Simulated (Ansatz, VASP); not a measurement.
**Cross-check of Fe (Fe wire along [111], 13 atoms a period) between VASP and Ansatz**

Wanted: the spread between two codes on one cell, functional and k mesh. Of the first pair: The structure shown is the start of the Ansatz relaxation below; VASP solves that cell, so the two are compared at the walk's first step.

Calculated with Ansatz 0.2.0; plane waves, with VASP 6.6.1 beside it; single point at PBE.

## Step 1: The structure

The cell holds 13 atoms: 13 Fe. Cell: a = 14.804 Å, b = 13.732 Å, c = 2.451 Å, α = 90.0°, β = 90.0°, γ = 90.0°. Vacuum lies along a and b. The structure's axis is c.

## Step 2: Ansatz: relaxation, PBE

Ansatz runs on its PAW soft_1 files.

The two programs are compared at the cell with which this relaxation starts, whose forces are those of its first step.

Input file input.yaml:

```yaml
crystal:
  lattice:
    - [14.804, 0.0, 0.0]
    - [0.0, 13.732, 0.0]
    - [0.0, 0.0, 2.4508518927]
  atoms:
    - { symbol: Fe, position: [0.364841407, 0.247596854, 0.0], spin: 2.4 }
    - { symbol: Fe, position: [0.500015157, 0.500002038, 0.0], spin: 2.4 }
    - { symbol: Fe, position: [0.635188907, 0.247596854, 0.0], spin: 2.4 }
    - { symbol: Fe, position: [0.770362656, 0.500002038, 0.0], spin: 2.4 }
    - { symbol: Fe, position: [0.364841407, 0.415866977, 0.333333333], spin: 2.4 }
    - { symbol: Fe, position: [0.500015157, 0.668272161, 0.333333333], spin: 2.4 }
    - { symbol: Fe, position: [0.635188907, 0.415866977, 0.333333333], spin: 2.4 }
    - { symbol: Fe, position: [0.364841407, 0.584137099, 0.666666667], spin: 2.4 }
    - { symbol: Fe, position: [0.500015157, 0.331731915, 0.666666667], spin: 2.4 }
    - { symbol: Fe, position: [0.635188907, 0.584137099, 0.666666667], spin: 2.4 }
    - { symbol: Fe, position: [0.229667657, 0.500002038, 0.0], spin: 2.4 }
    - { symbol: Fe, position: [0.364841407, 0.752407222, 0.0], spin: 2.4 }
    - { symbol: Fe, position: [0.635188907, 0.752407222, 0.0], spin: 2.4 }
magnetization:
  spin_polarized: true
kpoints:
  mp_grid: { grid: [1, 1, 33] }
scf:
  occupations: { method: fermi_dirac, width: 0.05 }
hamiltonian:
  xc: pbe
  pseudopotentials: { kind: paw, azcp: { folder: soft_1 } }
relax:
  cell: { fix: [a, b, alpha, beta, gamma] }
  max_steps: 45
  f_tol: 0.03
```

The run is started by

```console
ansatz run input.yaml --threads 4 --pin off --max-ram 16384MiB --backend cpu --events-out ev --progress --plain --runs-dir out
```

Numbers of over 12 decimals in the logs are rounded to 6 here.

Output:

```text
Engine: ansatz 0.2.0, aarch64-unknown-linux-gnu
Pseudopotentials: kind: paw
Pseudopotential: Fe, paw, valence charge 16, recommended cutoff 420 eV (normal), soft_1/Fe.paw.azcp
Functional definition: PBE
  parameter kappa = 0.804
  parameter beta = 0.066725
  exchange = pbe_x(kappa = kappa, mu = beta*pi^2/3)
  correlation = pbe_c(beta = beta)
Crystal: 13 atoms, lattice volume = 498.230 Å³
Basis set: ecut = 420 eV, 9641 PW (Γ), exchange–correlation on 200×192×36 points (8 copies of the dense FFT grid, shifted against one another)
Bands: 144, of which v1, the nominal top of the filled ones, is band 104 counted from 1 (103 counted from 0)
Symmetry: 4 space group operations
Space group: P2/m (ITA 10), of the structure as read, at distance tolerance 7.9e-5 Å
Magnetic group: BNS 10.42 (UNI 49), of the structure as read, at distance tolerance 7.9e-5 Å
k-points: 17 of 33
Non-local potential: Fe, projectors of the file, l = 0: 3, l = 1: 2, l = 2: 3, l = 3: 1
PAW form: soft (Blöchl's): semilocal exchange-correlation on the pseudo side does not see the compensation charge
PAW one-centre angular grid: Fe, 590 points (default); XC on 64 Gauss nodes
Initial density: superposition of atomic densities (neutral atoms: chi_scale 0, normalization atom)
Starting moments: Σ|m| = 31.2 μB on 13 of 13 sites
Initial wavefunctions: pseudopotential atomic-orbital guess
Functional: x = pbe(κ = 0.804, μ = 0.219515), c = pbe(β = 0.066725)
SCF iter   1: F=—  HF=-58228.974338 eV  |F-HF|=—  |Δ(HF+E_count)|=         —  Δρ=4.15e-2 (↑2.44e-2 ↓4.15e-2)  dr2=4.82e1  dr2_m=3.76e0  M=32.896 μB ∫|m|=33.202 μB  β_m=0.30  ethr=3.10e-3  ⟨swp⟩=8.1  Hψ=22198  notcnv=0  defer=264
Mixer restart at iter 1: flushing history
preconditioner: auto → LDOS  [metal: Δε(μ)=0.012 eV  Ē_g=5.573 eV  σ=0.050 eV  W_gap=0.06  n_scr=92 (ndim 8)  ℏωp=17.0 eV  f_vac=0.549  D(μ)=14.09/eV (n_scr^D=82)]
spin=Collinear: LDOS preconditioning applied to the charge; magnetization (m = ρ↑ − ρ↓) channel mixes plain (no charge-response kernel on spin).
SCF iter   2: F=—  HF=-58224.961213 eV  |F-HF|=—  |Δ(HF+E_count)|=    4.01e0  Δρ=2.69e-2 (↑2.69e-2 ↓2.45e-2)  dr2=8.30e0  dr2_m=2.45e0  M=33.654 μB ∫|m|=34.135 μB  β_m=0.38  ethr=3.10e-3  ⟨swp⟩=3.0  Hψ=9072  notcnv=0  defer=533
SCF iter   3: F=—  HF=-58230.605658 eV  |F-HF|=—  |Δ(HF+E_count)|=    5.64e0  Δρ=1.57e-2 (↑1.14e-2 ↓1.57e-2)  dr2=2.45e-1  dr2_m=7.66e-1  M=34.049 μB ∫|m|=34.787 μB  β_m=0.44  ethr=3.10e-3  ⟨swp⟩=2.7  Hψ=8399  notcnv=0  defer=533
SCF iter   4: F=—  HF=-58232.714864 eV  |F-HF|=—  |Δ(HF+E_count)|=         —  Δρ=1.64e-2 (↑1.64e-2 ↓1.28e-2)  dr2=1.21e-1  dr2_m=9.42e-1  M=35.584 μB ∫|m|=36.627 μB  β_m=0.44  ethr=1.18e-4  ⟨swp⟩=3.1  Hψ=8831  notcnv=0  defer=533
SCF iter   5: F=—  HF=-58233.492984 eV  |F-HF|=—  |Δ(HF+E_count)|=   7.78e-1  Δρ=7.39e-3 (↑7.39e-3 ↓5.67e-3)  dr2=4.47e-2  dr2_m=1.85e-1  M=35.595 μB ∫|m|=36.873 μB  β_m=0.62  ethr=5.83e-5  ⟨swp⟩=3.2  Hψ=9846  notcnv=0  defer=535
SCF iter   6: F=—  HF=-58233.613842 eV  |F-HF|=—  |Δ(HF+E_count)|=   1.21e-1  Δρ=1.95e-3 (↑1.95e-3 ↓1.01e-3)  dr2=3.03e-2  dr2_m=6.93e-3  M=35.668 μB ∫|m|=37.169 μB  β_m=0.70  ethr=2.15e-5  ⟨swp⟩=2.3  Hψ=9468  notcnv=0  defer=549
SCF iter   7: F=—  HF=-58233.613826 eV  |F-HF|=—  |Δ(HF+E_count)|=   1.63e-5  Δρ=9.41e-4 (↑9.41e-4 ↓7.11e-4)  dr2=8.89e-3  dr2_m=8.86e-4  M=35.661 μB ∫|m|=37.209 μB  β_m=0.65  ethr=1.46e-5  ⟨swp⟩=2.0  Hψ=8103  notcnv=0  defer=549
SCF iter   8: F=—  HF=-58233.615030 eV  |F-HF|=—  |Δ(HF+E_count)|=   1.20e-3  Δρ=3.36e-4 (↑1.82e-4 ↓3.36e-4)  dr2=5.48e-4  dr2_m=1.69e-4  M=35.683 μB ∫|m|=37.245 μB  β_m=0.66  ethr=4.27e-6  ⟨swp⟩=2.0  Hψ=8024  notcnv=0  defer=549
SCF iter   9: F=—  HF=-58233.615554 eV  |F-HF|=—  |Δ(HF+E_count)|=   5.24e-4  Δρ=1.59e-4 (↑1.46e-4 ↓1.59e-4)  dr2=2.84e-4  dr2_m=3.26e-5  M=35.694 μB ∫|m|=37.258 μB  β_m=0.79  ethr=2.64e-7  ⟨swp⟩=3.0  Hψ=10082  notcnv=0  defer=549
[...]
SCF iter   9: F=-58234.135101 eV  HF=-58234.135101 eV  |F-HF|=1.03e-9  |Δ(HF+E_count)|=   4.16e-9  Δρ=4.24e-7 (↑3.02e-7 ↓4.24e-7)  dr2=1.46e-9  dr2_m=3.87e-10  M=35.192 μB ∫|m|=36.622 μB  ethr=1.90e-12  ⟨swp⟩=2.3  Hψ=15432  notcnv=0
SCF 6 converged in 9 iterations: F = -58234.135101 eV  dr2 = 1.46e-9
relax step   6: F+E_penalty+E_count = -58234.13510107 eV  Δ(F+E_penalty+E_count) = -4.001e-5 eV  max|allowed force component| = 3.731e-3 eV/Å  Δτ_max = 0.0023 Å  P = -0.009 GPa  Ω = 495.211 Å³  energy of the carried Pulay correction = -9.205e-5 eV  fix = [a, b, alpha, beta, gamma]  reactions: a +0.002, b -0.029 GPa; alpha -0.005 GPa/rad  (9 SCF iters, dr2 threshold 7.43e-9 eV, accepted)
iter 1 solved again at ethr=1.41e-6 eV; its pass at ethr=3.10e-3 eV (dr2=2.93e-3 eV) is discarded
SCF iter   1: F=—  HF=-58234.134639 eV  |F-HF|=—  |Δ(HF+E_count)|=         —  Δρ=1.36e-5 (↑1.09e-5 ↓1.36e-5)  dr2=9.83e-8  dr2_m=1.69e-7  M=35.192 μB ∫|m|=36.622 μB  β_m=0.65  ethr=1.41e-6  ⟨swp⟩=4.0  Hψ=33329  notcnv=0
eigensolver tolerance schedule: the retry pair's looser diagonalisation over-reported the residual by 29866.44 of it (diagonalisation noise at an unbounded share of the residual, at the tolerance the schedule requests for it); recorded, not acted on — ethr = c·dr2/N_el stays at c = 1.0e-1
preconditioner: auto → LDOS  [metal: Δε(μ)=0.021 eV  Ē_g=5.363 eV  σ=0.050 eV  W_gap=0.11  n_scr=40 (ndim 8)  ℏωp=17.0 eV  f_vac=0.585  D(μ)=9.30/eV (n_scr^D=52)]
spin=Collinear: LDOS preconditioning applied to the charge; magnetization (m = ρ↑ − ρ↓) channel mixes plain (no charge-response kernel on spin).
SCF iter   2: F=—  HF=-58234.135080 eV  |F-HF|=—  |Δ(HF+E_count)|=   4.40e-4  Δρ=4.86e-6 (↑4.15e-6 ↓4.86e-6)  dr2=9.51e-8  dr2_m=2.32e-8  M=35.192 μB ∫|m|=36.622 μB  β_m=0.52  ethr=4.72e-11  ⟨swp⟩=5.5  Hψ=17114  notcnv=0
SCF iter   3: F=—  HF=-58234.135175 eV  |F-HF|=—  |Δ(HF+E_count)|=   9.55e-5  Δρ=2.65e-6 (↑2.32e-6 ↓2.65e-6)  dr2=1.48e-8  dr2_m=6.80e-9  M=35.192 μB ∫|m|=36.622 μB  β_m=0.58  ethr=4.57e-11  ⟨swp⟩=3.7  Hψ=9595  notcnv=0
SCF iter   4: F=—  HF=-58234.135210 eV  |F-HF|=—  |Δ(HF+E_count)|=   3.50e-5  Δρ=1.12e-6 (↑1.06e-6 ↓1.12e-6)  dr2=7.96e-9  dr2_m=1.55e-9  M=35.192 μB ∫|m|=36.622 μB  β_m=0.61  ethr=7.13e-12  ⟨swp⟩=3.9  Hψ=10543  notcnv=0
SCF iter   5: F=—  HF=-58234.135211 eV  |F-HF|=—  |Δ(HF+E_count)|=   3.16e-7  Δρ=3.60e-7 (↑3.60e-7 ↓2.28e-7)  dr2=1.14e-9  dr2_m=1.53e-10  M=35.192 μB ∫|m|=36.622 μB  β_m=0.58  ethr=3.83e-12  ⟨swp⟩=4.6  Hψ=11757  notcnv=0
SCF iter   6: F=—  HF=-58234.135211 eV  |F-HF|=—  |Δ(HF+E_count)|=   3.03e-7  Δρ=1.62e-7 (↑1.62e-7 ↓1.52e-7)  dr2=2.65e-10  dr2_m=6.06e-11  M=35.192 μB ∫|m|=36.622 μB  β_m=0.73  ethr=1.00e-12  ⟨swp⟩=2.8  Hψ=7334  notcnv=0
SCF iter   7: F=—  HF=-58234.135211 eV  |F-HF|=—  |Δ(HF+E_count)|=   4.64e-8  Δρ=1.25e-7 (↑1.25e-7 ↓6.80e-8)  dr2=7.71e-11  dr2_m=2.70e-11  M=35.192 μB ∫|m|=36.622 μB  β_m=0.71  ethr=1.00e-12  ⟨swp⟩=2.9  Hψ=7609  notcnv=0
SCF iter   8: F=-58234.135211 eV  HF=-58234.135211 eV  |F-HF|=4.22e-10  |Δ(HF+E_count)|=   1.45e-9  Δρ=9.57e-8 (↑6.91e-8 ↓9.57e-8)  dr2=7.27e-11  dr2_m=1.76e-11  M=35.192 μB ∫|m|=36.622 μB  ethr=1.00e-12  ⟨swp⟩=3.7  Hψ=16693  notcnv=0
SCF 7 converged in 8 iterations: F = -58234.135211 eV  dr2 = 7.27e-11
relax step   7: F+E_penalty+E_count = -58234.13521099 eV  Δ(F+E_penalty+E_count) = -1.099e-4 eV  max|allowed force component| = 3.724e-3 eV/Å  Δτ_max = 0.0000 Å  P = -0.009 GPa  Ω = 495.211 Å³  fix = [a, b, alpha, beta, gamma]  reactions: a +0.002, b -0.029 GPa; alpha -0.005 GPa/rad  stress off target by 2.70e-4 GPa on what of the cell is left free  SCF on the basis re-selected at this cell (its energy is not comparable with the rows above)  (8 SCF iters)
basis re-selected at this cell: Δ(F+E_penalty+E_count) = -1.099e-4 eV, ΔP = -0.000 GPa vs the last step (what re-selecting the basis moved, of the pressure what is left beyond the Pulay correction that the steps carried, after the strain that the cell walked since its last selection, with what the two solves' SCF thresholds leave and, on support functions, any second-order correction that the steps lacked; it is no m [...]
SCF converged after 8 iterations
Magnetization: 35.1918 μB (121.5959 up, 86.4041 down)
Absolute magnetization: 36.6270 μB (∫|ρ↑−ρ↓|, with the PAW one-centre terms)
Spin contamination: 0.5436 ħ² per cell (⟨S²⟩ above its minimum at these occupations)
Per-site moments (μB) at R_I (Å): [(2.773059, 0.971292), (2.557595, 1.004851), (2.773059, 0.971292), (2.772808, 0.971254), (2.417827, 0.971254), (2.418154, 0.971462), (2.417827, 0.971254), (2.417827, 0.971254), (2.418154, 0.971462), (2.417827, 0.971254), (2.772808, 0.971254), (2.773059, 0.971292), (2.773059, 0.971292)]
Free energy (F): -58234.135211 eV
Harris-Foulkes:  -58234.135211 eV  (|F-HF|=4.22e-10)
Internal energy: -58234.056301 eV  (E = F + TS)
E sigma→0 (E₀):  -58234.095756 eV
Entropy (-TS):   -0.078910 eV (-6.070 meV/atom)
Fermi energy:    2.911622 eV
--- Per-component energies (eV) ---
  E_band       = -5980.183347
  E_kinetic    = 4283.744122
  E_local      = -166802.468138  (includes V_loc(G=0)·N_el)
  E_nonlocal   = 3809.007516
  E_hartree    = 79416.911278
  E_xc         = -1418.730057
  E_vxc        = -1820.598668  (∫ρ·V_xc dr)
  E_paw        = -17997.894632  (= ΣΔE_a)
  E_vpaw       = -4283.677883  (= ΣTr[D̂ρ^β])
  E_aug_tail   = -0.012908  (compensation charges beyond the density's cutoff)
  E_ewald      = 40475.386519
  E_smearing   = -0.078910  (= −TS)
  E_closure    = 0.000000  (closes the sum)
  Σ components = -58234.135211   (vs F -58234.135211, Δ=0.00e0)
--- Forces (eV/Å), atoms counted from 1 ---
  atom   1  Fe    -0.00017653     0.00004329    -0.00000178
  atom   2  Fe    -0.00000000     0.00000000     0.00000000
  atom   3  Fe     0.00017653     0.00004329    -0.00000178
  atom   4  Fe     0.00010772    -0.00000000    -0.00000000
  atom   5  Fe     0.00154149     0.00060276     0.00364479
  atom   6  Fe    -0.00000000    -0.00123988     0.00372405
  atom   7  Fe    -0.00154149     0.00060276     0.00364479
  atom   8  Fe     0.00154149    -0.00060276    -0.00364479
  atom   9  Fe     0.00000000     0.00123988    -0.00372405
  atom  10  Fe    -0.00154149    -0.00060276    -0.00364479
  atom  11  Fe    -0.00010772     0.00000000     0.00000000
  atom  12  Fe    -0.00017653    -0.00004329     0.00000178
  atom  13  Fe     0.00017653    -0.00004329     0.00000178
  max |Σ_I F_I| component: 1.21e-18 eV/Å
--- Stress (GPa, compression-positive) ---
        0.002023      -0.000000       0.000000
       -0.000000      -0.028821       0.005008
        0.000000       0.005008       0.000270
  P = ⅓ Tr σ = -0.0088 GPa (-0.088 kbar)
--- Relaxed structure (5 steps of the walk, 5 accepted, 2 SCFs on fresh bases) ---
  F+E_penalty+E_count = -58234.13521099 eV   max|allowed force component| = 3.724e-3 eV/Å   (the final SCF, on the basis selected at the relaxed cell)
  cell:  # Å, volume = 495.2112 Å³
    - [14.804, 0, 0]
    - [0, 13.732, 0]
    - [0, 0, 2.436002]
  atoms:
    - { symbol: Fe, position: [0.368739, 0.254794, 0.000688568] }
    - { symbol: Fe, position: [0.500015, 0.5, 0] }
    - { symbol: Fe, position: [0.631291, 0.254794, 0.000688568] }
    - { symbol: Fe, position: [0.762513, 0.5, 0] }
    - { symbol: Fe, position: [0.361959, 0.414024, 0.356983] }
    - { symbol: Fe, position: [0.500015, 0.671871, 0.356082] }
    - { symbol: Fe, position: [0.638071, 0.414024, 0.356983] }
    - { symbol: Fe, position: [0.361959, 0.585976, 0.643017] }
    - { symbol: Fe, position: [0.500015, 0.328129, 0.643918] }
    - { symbol: Fe, position: [0.638071, 0.585976, 0.643017] }
    - { symbol: Fe, position: [0.237517, 0.5, 0] }
    - { symbol: Fe, position: [0.368739, 0.745206, -0.000688568] }
    - { symbol: Fe, position: [0.631291, 0.745206, -0.000688568] }
```

In the SCF lines HF is the Harris–Foulkes energy and dr2 the Hartree energy of the density residual, in eV; the loop may stop once dr2 is under the threshold and the program's other checks hold. Hψ counts applications of the Hamiltonian.

(Continued in part 2 of 3.)

[Lines on the potential files, build, host, timing and source positions are cut from VASP's logs without a mark.]

[Logs are printed without paths, hosts, clocks, repeated set-up lines and the standing remarks that a program may print on its own settings, such as how far it seeks lower states.]

[Hosts, paths, dates, database ids (printed as entryN), source tags and the programs' standing remarks are cut or masked in the printed files.]
